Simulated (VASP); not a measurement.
# How PAW data sets and k-mesh change a VASP run on Beryllium, part 2 of 2

How sensitive are energy, pressure and forces of Beryllium to the PAW data sets and k-mesh? The series runs use PBEsol. The atoms of the start are displaced at random from the sites of a P6_3/mmc cell.

VASP 6.6.1, plane waves and PAW; the level of theory is named at each step.

So far. Step 5 (PAW data sets: GW 64: Be sv GW): With 8 valence electrons the pressure is -4.75 GPa, -1.28 GPa from the first of the series, after 10 cycles in 22 s. Step 7 (K-mesh: 3 3 2): The series starts at -3.3435 eV an atom and 5.80 GPa, after 9 cycles in 1.2 s.

### Step 8. K-mesh: 4 4 3

Level of this step: PBEsol; plane waves and PAW (Be) (VASP).

Contents of INCAR:

```
SYSTEM = Be
PREC = Accurate
ENCUT = 400
EDIFF = 1E-06
NELM = 100
ISMEAR = -1
SIGMA = 0.05
LREAL = .FALSE.
ALGO = Normal
GGA = PS
NBANDS = 8
LORBIT = 11
LWAVE = .FALSE.
LCHARG = .FALSE.
KPAR = 2
ISIF = 2
```

Contents of POSCAR:

```
Be
1.0
    2.2853000000      0.0000000000      0.0000000000
   -1.1426500000      1.9791278553      0.0000000000
    0.0000000000      0.0000000000      3.5842000000
Be
2
Direct
    0.3549040000      0.6717780000      0.2501790000
    0.6507270000      0.3234230000      0.7585440000
```

Contents of KPOINTS:

```
Automatic mesh
0
Gamma
4 4 3
0 0 0
```

PAW data sets: Be (PBE family, release 64).

Run with:

```console
$ mpirun -np 2 vasp_std
```

The program printed:

```text
[... set-up lines as in an earlier step ...]
 entering main loop
       N       E                     dE             d eps       ncg     rms          rms(c)
DAV:   1    -0.527419059049E+01   -0.52742E+01   -0.15996E+03   424   0.339E+02
DAV:   2    -0.785966403735E+01   -0.25855E+01   -0.25396E+01   688   0.368E+01
DAV:   3    -0.786711901667E+01   -0.74550E-02   -0.74543E-02   432   0.179E+00
DAV:   4    -0.786712201320E+01   -0.29965E-05   -0.29967E-05   616   0.464E-02
DAV:   5    -0.786712201414E+01   -0.94222E-09   -0.12349E-08   464   0.462E-04    0.127E+00
DAV:   6    -0.784144865278E+01    0.25673E-01   -0.71336E-03   528   0.561E-01    0.769E-01
DAV:   7    -0.783093631505E+01    0.10512E-01   -0.70425E-03   552   0.548E-01    0.691E-02
DAV:   8    -0.783084642893E+01    0.89886E-04   -0.42437E-04   504   0.100E-01    0.638E-03
DAV:   9    -0.783084707703E+01   -0.64810E-06   -0.63292E-06   520   0.170E-02
   1 F= -.78308471E+01 E0= -.78298962E+01  d E =-.190177E-02
```

The job ended after 1.4 s (2 MPI ranks of Intel Xeon Platinum 8488C (Sapphire Rapids), shared host; peak memory 0.2 GiB).

OUTCAR, selected parts (step 8):

```text
  Total       -0.7815121     -0.4986959      0.4121337     -0.3179413     -0.0105978     -0.0269107
  in kB      -77.2390623    -49.2875333     40.7323446    -31.4230397     -1.0474073     -2.6596649
  external PRESSURE =     -28.5980837 kB  Pullay stress =       0.0000000 kB

 POSITION                                       TOTAL-FORCE (eV/Angst)
 -----------------------------------------------------------------------------------
      0.04345      1.32953      0.89669        -0.213599     -0.083946      0.239269
      1.11755      0.64010      2.71877         0.213599      0.083946     -0.239269
 -----------------------------------------------------------------------------------
    total drift:                                0.000000     -0.000000      0.000000

  FREE ENERGIE OF THE ION-ELECTRON SYSTEM (eV)
  ---------------------------------------------------
  free  energy   TOTEN  =        -7.8308470770 eV

  energy  without entropy=       -7.8289453103  energy(sigma->0) =       -7.82989619

[... 1 part as in an earlier step ...]

[... 2 further parts left out ...]
[key lines of the parts left out:]
E-fermi :   7.8052
```

The gap is read on the k-mesh alone, so it is an upper bound where the band edges lie off the mesh, and a coarse mesh can show a gap where there is none.

Against the run before the energy moves by -571.48 meV an atom and the pressure by -8.66 GPa, after 9 cycles in 1.4 s.

### Step 9. K-mesh: 6 6 3

INCAR is that of step 8.

POSCAR is that of step 8.

Contents of KPOINTS:

```
Automatic mesh
0
Gamma
6 6 3
0 0 0
```

Run with:

```console
$ mpirun -np 2 vasp_std
```

The program printed:

```text
[... set-up lines as in an earlier step ...]
 entering main loop
       N       E                     dE             d eps       ncg     rms          rms(c)
DAV:   1    -0.518496157815E+01   -0.51850E+01   -0.15394E+03   912   0.334E+02
DAV:   2    -0.789280264080E+01   -0.27078E+01   -0.25728E+01  1416   0.387E+01
DAV:   3    -0.790150239377E+01   -0.86998E-02   -0.86985E-02   952   0.197E+00
DAV:   4    -0.790150721768E+01   -0.48239E-05   -0.48236E-05  1352   0.515E-02
DAV:   5    -0.790150721827E+01   -0.58974E-09   -0.51459E-09   960   0.290E-04    0.122E+00
DAV:   6    -0.787753922610E+01    0.23968E-01   -0.84736E-03  1016   0.565E-01    0.737E-01
DAV:   7    -0.786817127601E+01    0.93680E-02   -0.60977E-03  1160   0.512E-01    0.102E-01
DAV:   8    -0.786801382927E+01    0.15745E-03   -0.46555E-04   968   0.109E-01    0.613E-03
DAV:   9    -0.786801456429E+01   -0.73502E-06   -0.70659E-06  1064   0.178E-02
   1 F= -.78680146E+01 E0= -.78675816E+01  d E =-.865867E-03
```

Elapsed: 1.8 s, on 2 MPI ranks; peak memory 0.21 GiB.

Parts of OUTCAR (step 9):

```text
  Total        0.1246897      0.2355587     -1.2450566     -0.1220363     -0.0100552     -0.0253507
  in kB       12.3234346     23.2809309   -123.0524828    -12.0611957     -0.9937816     -2.5054785
  external PRESSURE =     -29.1493724 kB  Pullay stress =       0.0000000 kB

 POSITION                                       TOTAL-FORCE (eV/Angst)
 -----------------------------------------------------------------------------------
      0.04345      1.32953      0.89669        -0.234151     -0.093203      0.215532
      1.11755      0.64010      2.71877         0.234151      0.093203     -0.215532
 -----------------------------------------------------------------------------------
    total drift:                                0.000000     -0.000000      0.000000

  FREE ENERGIE OF THE ION-ELECTRON SYSTEM (eV)
  ---------------------------------------------------
  free  energy   TOTEN  =        -7.8680145643 eV

  energy  without entropy=       -7.8671486970  energy(sigma->0) =       -7.86758163

[... 1 part as in an earlier step ...]

[... 2 further parts left out ...]
[key lines of the parts left out:]
E-fermi :   6.3168
```

Against the run before the energy moves by -18.84 meV an atom and the pressure by -0.06 GPa, after 9 cycles in 1.8 s.

### Step 10. K-mesh: 8 8 4

INCAR is that of step 9.

POSCAR is that of step 9.

Contents of KPOINTS:

```
Automatic mesh
0
Gamma
8 8 4
0 0 0
```

Run with:

```console
$ mpirun -np 2 vasp_std
```

The program printed:

```text
[... set-up lines as in an earlier step ...]
 entering main loop
       N       E                     dE             d eps       ncg     rms          rms(c)
DAV:   1    -0.508162756401E+01   -0.50816E+01   -0.15361E+03  2176   0.331E+02
DAV:   2    -0.796139675635E+01   -0.28798E+01   -0.28380E+01  3392   0.394E+01
DAV:   3    -0.797042670143E+01   -0.90299E-02   -0.90272E-02  2248   0.198E+00
DAV:   4    -0.797043088835E+01   -0.41869E-05   -0.41864E-05  3192   0.505E-02
DAV:   5    -0.797043088851E+01   -0.16675E-09   -0.37833E-09  2248   0.236E-04    0.123E+00
DAV:   6    -0.794618774114E+01    0.24243E-01   -0.71991E-03  2464   0.550E-01    0.744E-01
DAV:   7    -0.793648977004E+01    0.96980E-02   -0.63451E-03  2680   0.521E-01    0.803E-02
DAV:   8    -0.793638395111E+01    0.10582E-03   -0.40884E-04  2264   0.963E-02    0.669E-03
DAV:   9    -0.793638443847E+01   -0.48736E-06   -0.50676E-06  2648   0.153E-02
   1 F= -.79363844E+01 E0= -.79338755E+01  d E =-.501786E-02
```

It took 2.8 s on 2 MPI ranks; peak memory 0.21 GiB; 4.6 s of CPU time.

From OUTCAR (step 10):

```text
  Total       -0.5453361     -0.4321063     -0.0532354     -0.1305004     -0.0158965     -0.0364942
  in kB      -53.8971121    -42.7062977     -5.2614038    -12.8977256     -1.5710960     -3.6068276
  external PRESSURE =     -33.9549378 kB  Pullay stress =       0.0000000 kB

 POSITION                                       TOTAL-FORCE (eV/Angst)
 -----------------------------------------------------------------------------------
      0.04345      1.32953      0.89669        -0.211788     -0.083556      0.238859
      1.11755      0.64010      2.71877         0.211788      0.083556     -0.238859
 -----------------------------------------------------------------------------------
    total drift:                                0.000000     -0.000000      0.000000

  FREE ENERGIE OF THE ION-ELECTRON SYSTEM (eV)
  ---------------------------------------------------
  free  energy   TOTEN  =        -7.9363844385 eV

  energy  without entropy=       -7.9313665737  energy(sigma->0) =       -7.93387551

[... 1 part as in an earlier step ...]

[... 2 further parts left out ...]
[key lines of the parts left out:]
E-fermi :   7.5153
```

Against the run before the energy moves by -33.15 meV an atom and the pressure by -0.48 GPa, after 9 cycles in 2.8 s.

### Step 11. K-mesh: 10 10 6

INCAR is that of step 10.

POSCAR is that of step 10.

Contents of KPOINTS:

```
Automatic mesh
0
Gamma
10 10 6
0 0 0
```

Run with:

```console
$ mpirun -np 2 vasp_std
```

The program printed:

```text
[... set-up lines as in an earlier step ...]
 entering main loop
       N       E                     dE             d eps       ncg     rms          rms(c)
DAV:   1    -0.538917110523E+01   -0.53892E+01   -0.15401E+03  5024   0.331E+02
DAV:   2    -0.797726109658E+01   -0.25881E+01   -0.25049E+01  7824   0.382E+01
DAV:   3    -0.798559411807E+01   -0.83330E-02   -0.83274E-02  5088   0.189E+00
DAV:   4    -0.798559932200E+01   -0.52039E-05   -0.52039E-05  7304   0.513E-02
DAV:   5    -0.798559932170E+01    0.29458E-09   -0.30898E-09  5168   0.229E-04    0.123E+00
DAV:   6    -0.796159823911E+01    0.24001E-01   -0.75535E-03  5608   0.555E-01    0.741E-01
DAV:   7    -0.795203734188E+01    0.95609E-02   -0.62773E-03  6400   0.520E-01    0.863E-02
DAV:   8    -0.795191754160E+01    0.11980E-03   -0.42758E-04  5152   0.996E-02    0.648E-03
DAV:   9    -0.795191811996E+01   -0.57836E-06   -0.57320E-06  5816   0.162E-02
   1 F= -.79519181E+01 E0= -.79510285E+01  d E =-.177930E-02
```

The job ended after 4.8 s (2 MPI ranks; peak memory 0.24 GiB; 8.4 s of CPU time).

Parts of OUTCAR (step 11):

```text
  Total       -0.2982721     -0.1307497     -0.5436408     -0.1765658     -0.0096241     -0.0245515
  in kB      -29.4790753    -12.9223656    -53.7295677    -17.4505021     -0.9511761     -2.4264947
  external PRESSURE =     -32.0436695 kB  Pullay stress =       0.0000000 kB

 POSITION                                       TOTAL-FORCE (eV/Angst)
 -----------------------------------------------------------------------------------
      0.04345      1.32953      0.89669        -0.221406     -0.086581      0.229003
      1.11755      0.64010      2.71877         0.221406      0.086581     -0.229003
 -----------------------------------------------------------------------------------
    total drift:                                0.000000     -0.000000      0.000000

  FREE ENERGIE OF THE ION-ELECTRON SYSTEM (eV)
  ---------------------------------------------------
  free  energy   TOTEN  =        -7.9519181200 eV

  energy  without entropy=       -7.9501388244  energy(sigma->0) =       -7.95102847

[... 1 part as in an earlier step ...]

[... 2 further parts left out ...]
[key lines of the parts left out:]
E-fermi :   6.8289
```

Against the run before the energy moves by -8.58 meV an atom and the pressure by +0.19 GPa, after 9 cycles in 4.8 s.

### Step 12. K-mesh: 13 13 8

INCAR is that of step 11.

POSCAR is that of step 11.

Contents of KPOINTS:

```
Automatic mesh
0
Gamma
13 13 8
0 0 0
```

Run with:

```console
$ mpirun -np 2 vasp_std
```

The program printed:

```text
[... set-up lines as in an earlier step ...]
 entering main loop
       N       E                     dE             d eps       ncg     rms          rms(c)
DAV:   1    -0.538602901196E+01   -0.53860E+01   -0.15584E+03 11256   0.332E+02
DAV:   2    -0.799978995927E+01   -0.26138E+01   -0.25385E+01 17504   0.382E+01
DAV:   3    -0.800771788587E+01   -0.79279E-02   -0.79270E-02 11288   0.186E+00
DAV:   4    -0.800772230806E+01   -0.44222E-05   -0.44219E-05 16272   0.492E-02
DAV:   5    -0.800772230854E+01   -0.48087E-09   -0.32609E-09 11336   0.201E-04    0.123E+00
DAV:   6    -0.798377231691E+01    0.23950E-01   -0.73831E-03 12424   0.554E-01    0.741E-01
DAV:   7    -0.797420974121E+01    0.95626E-02   -0.62716E-03 14240   0.522E-01    0.840E-02
DAV:   8    -0.797409539836E+01    0.11434E-03   -0.42211E-04 11344   0.996E-02    0.643E-03
DAV:   9    -0.797409598714E+01   -0.58878E-06   -0.58159E-06 13168   0.163E-02
   1 F= -.79740960E+01 E0= -.79734955E+01  d E =-.120092E-02
```

The job ended after 9.4 s (2 MPI ranks; peak memory 0.29 GiB).

Parts of OUTCAR (step 12):

```text
  Total       -0.3901642     -0.2652608     -0.3671203     -0.1462900     -0.0099998     -0.0250770
  in kB      -38.5610406    -26.2164790    -36.2835372    -14.4582596     -0.9883080     -2.4784320
  external PRESSURE =     -33.6870189 kB  Pullay stress =       0.0000000 kB

 POSITION                                       TOTAL-FORCE (eV/Angst)
 -----------------------------------------------------------------------------------
      0.04345      1.32953      0.89669        -0.227043     -0.091122      0.231986
      1.11755      0.64010      2.71877         0.227043      0.091122     -0.231986
 -----------------------------------------------------------------------------------
    total drift:                                0.000000     -0.000000      0.000000

  FREE ENERGIE OF THE ION-ELECTRON SYSTEM (eV)
  ---------------------------------------------------
  free  energy   TOTEN  =        -7.9740959871 eV

  energy  without entropy=       -7.9728950681  energy(sigma->0) =       -7.97349553

[... 1 part as in an earlier step ...]

[... 2 further parts left out ...]
[key lines of the parts left out:]
E-fermi :   6.6398
```

Against the run before the energy moves by -11.23 meV an atom and the pressure by -0.16 GPa, after 9 cycles in 9.4 s.

### Step 13. K-mesh: 16 16 9

INCAR is that of step 12.

POSCAR is that of step 12.

Contents of KPOINTS:

```
Automatic mesh
0
Gamma
16 16 9
0 0 0
```

Run with:

```console
$ mpirun -np 2 vasp_std
```

The program printed:

```text
[... set-up lines as in an earlier step ...]
 entering main loop
       N       E                     dE             d eps       ncg     rms          rms(c)
DAV:   1    -0.535700634726E+01   -0.53570E+01   -0.15535E+03 19120   0.332E+02
DAV:   2    -0.800615853488E+01   -0.26492E+01   -0.25835E+01 30000   0.380E+01
DAV:   3    -0.801489922032E+01   -0.87407E-02   -0.87354E-02 19504   0.190E+00
DAV:   4    -0.801490384832E+01   -0.46280E-05   -0.46290E-05 27512   0.486E-02
DAV:   5    -0.801490384975E+01   -0.14325E-08   -0.87377E-09 19424   0.246E-04    0.122E+00
DAV:   6    -0.799102133337E+01    0.23883E-01   -0.73492E-03 21064   0.556E-01    0.740E-01
DAV:   7    -0.798149288626E+01    0.95284E-02   -0.62436E-03 23984   0.523E-01    0.841E-02
DAV:   8    -0.798137913525E+01    0.11375E-03   -0.42461E-04 19504   0.102E-01    0.649E-03
DAV:   9    -0.798137976555E+01   -0.63030E-06   -0.62740E-06 22344   0.170E-02
   1 F= -.79813798E+01 E0= -.79810202E+01  d E =-.719036E-03
```

Wall time 18 s (2 MPI ranks); peak memory 0.35 GiB.

Parts of OUTCAR (step 13):

```text
  Total       -0.4387779     -0.3100944     -0.2956183     -0.1431922     -0.0100228     -0.0253664
  in kB      -43.3656641    -30.6475092    -29.2168005    -14.1520922     -0.9905775     -2.5070362
  external PRESSURE =     -34.4099913 kB  Pullay stress =       0.0000000 kB

 POSITION                                       TOTAL-FORCE (eV/Angst)
 -----------------------------------------------------------------------------------
      0.04345      1.32953      0.89669        -0.226833     -0.090332      0.232322
      1.11755      0.64010      2.71877         0.226833      0.090332     -0.232322
 -----------------------------------------------------------------------------------
    total drift:                                0.000000     -0.000000      0.000000

  FREE ENERGIE OF THE ION-ELECTRON SYSTEM (eV)
  ---------------------------------------------------
  free  energy   TOTEN  =        -7.9813797655 eV

  energy  without entropy=       -7.9806607300  energy(sigma->0) =       -7.98102025

[... 1 part as in an earlier step ...]

[... 2 further parts left out ...]
[key lines of the parts left out:]
E-fermi :   6.7800
```

Against the run before the energy moves by -3.76 meV an atom and the pressure by -0.07 GPa, after 9 cycles in 18 s.

### Step 14. K-mesh: 20 20 11

INCAR is that of step 13.

POSCAR is that of step 13.

Contents of KPOINTS:

```
Automatic mesh
0
Gamma
20 20 11
0 0 0
```

Run with:

```console
$ mpirun -np 2 vasp_std
```

The program printed:

```text
[... set-up lines as in an earlier step ...]
 entering main loop
       N       E                     dE             d eps       ncg     rms          rms(c)
DAV:   1    -0.534691571873E+01   -0.53469E+01   -0.15447E+03 36424   0.332E+02
DAV:   2    -0.800131936261E+01   -0.26544E+01   -0.26019E+01 56944   0.382E+01
DAV:   3    -0.801054029207E+01   -0.92209E-02   -0.91739E-02 37248   0.195E+00
DAV:   4    -0.801054641407E+01   -0.61220E-05   -0.61220E-05 52432   0.507E-02
DAV:   5    -0.801054641507E+01   -0.10023E-08   -0.43889E-09 37344   0.244E-04    0.123E+00
DAV:   6    -0.798663907000E+01    0.23907E-01   -0.73624E-03 40384   0.557E-01    0.740E-01
DAV:   7    -0.797710066918E+01    0.95384E-02   -0.62497E-03 45944   0.524E-01    0.841E-02
DAV:   8    -0.797698674685E+01    0.11392E-03   -0.42475E-04 37184   0.102E-01    0.655E-03
DAV:   9    -0.797698737440E+01   -0.62755E-06   -0.62718E-06 42112   0.170E-02
   1 F= -.79769874E+01 E0= -.79764975E+01  d E =-.979667E-03
```

Elapsed: 27 s, on 2 MPI ranks; peak memory 0.5 GiB; 52 s of CPU time.

OUTCAR, selected parts (step 14):

```text
  Total       -0.4269683     -0.2946485     -0.3125908     -0.1473849     -0.0101862     -0.0255307
  in kB      -42.1984892    -29.1209526    -30.8942370    -14.5664672     -1.0067337     -2.5232750
  external PRESSURE =     -34.0712263 kB  Pullay stress =       0.0000000 kB

 POSITION                                       TOTAL-FORCE (eV/Angst)
 -----------------------------------------------------------------------------------
      0.04345      1.32953      0.89669        -0.227339     -0.090670      0.231567
      1.11755      0.64010      2.71877         0.227339      0.090670     -0.231567
 -----------------------------------------------------------------------------------
    total drift:                                0.000000     -0.000000      0.000000

  FREE ENERGIE OF THE ION-ELECTRON SYSTEM (eV)
  ---------------------------------------------------
  free  energy   TOTEN  =        -7.9769873744 eV

  energy  without entropy=       -7.9760077075  energy(sigma->0) =       -7.97649754

[... 1 part as in an earlier step ...]

[... 2 further parts left out ...]
[key lines of the parts left out:]
E-fermi :   6.7332
```

Against the run before the energy moves by +2.26 meV an atom and the pressure by +0.03 GPa, after 9 cycles in 27 s.

### Step 15. The k-mesh series as a table

This step: convergence of PBEsol results with the mesh; plane waves and PAW (VASP 6.6.1).

This step runs nothing: it gathers the runs above.

Differences are taken from the run with 20 20 11. Results of the series, by row:

```tsv
setting	status	energy less the reference (meV/atom)	pressure (GPa)	largest force difference (meV/Å)	gap (eV)	SCF cycles	wall time (s)
3 3 2	converged	644.8	5.804	89.06	0	9	1.2
4 4 3	converged	73.3	-2.86	13.74	0.302	9	1.4
6 6 3	converged	54.46	-2.915	16.04	0	9	1.8
8 8 4	converged	21.31	-3.395	15.55	0	9	2.8
10 10 6	converged	12.73	-3.204	5.933	0	9	4.8
13 13 8	converged	1.501	-3.369	0.452	0	9	9.4
16 16 9	converged	-2.261	-3.441	0.755	0	9	18.2
20 20 11	converged	0	-3.407	0	0	9	27
```

### Step 16. Results

```json
{"spread of the pressure over the PAW data sets": "1.33 GPa", "k-mesh from which the energy stays within 10 meV/atom of the reference": "13 13 8", "k-mesh from which the energy stays within 1 meV/atom of the reference": "none before the reference itself", "k-mesh from which the pressure stays within 0.2 GPa of the reference": "13 13 8", "spread of the pressure over the k-mesh": "9.24 GPa", "spread of the energy over the k-mesh": "647 meV/atom"}
```

The choice of data set moves the pressure between -4.75 GPa (gw 64: Be_sv_GW) and -3.42 GPa (materialsproject 64: Be_sv); the cutoffs differ too (400, 410 and 700 eV). No run before the reference (20 20 11) settles within 1 meV an atom of it; the step next to it is off by -2.3 meV an atom, -0.03 GPa, 0.8 meV/Å in forces. The pressure holds within 0.2 GPa from 13 13 8 on. The energy swings above and below the reference, since the sum over k-points is not variational. A metal's Fermi surface slows this convergence. For the k-mesh, differences are taken from the run with 20 20 11, which is itself not the exact limit. Data sets differ in their zero of energy, so energies are not compared. The runs at 3 3 2; 4 4 3; 6 6 3 are over 30 meV an atom or 2 GPa off and describe the material poorly.

[Lines on the potential files, build, host, timing and source positions are cut from VASP's logs without a mark.]

[Logs are printed without paths, hosts, clocks, repeated set-up lines and the standing remarks that a program may print on its own settings, such as how far it seeks lower states.]

[Hosts, paths, dates, database ids (printed as entryN), source tags and the programs' standing remarks are cut or masked in the printed files.]

[A measured line is paired with the nearest computed mode of its activity, which favours agreement.]

[In band tables of VASP the shares of atoms and orbitals are scaled to a sum of 1 inside the atoms' spheres.]
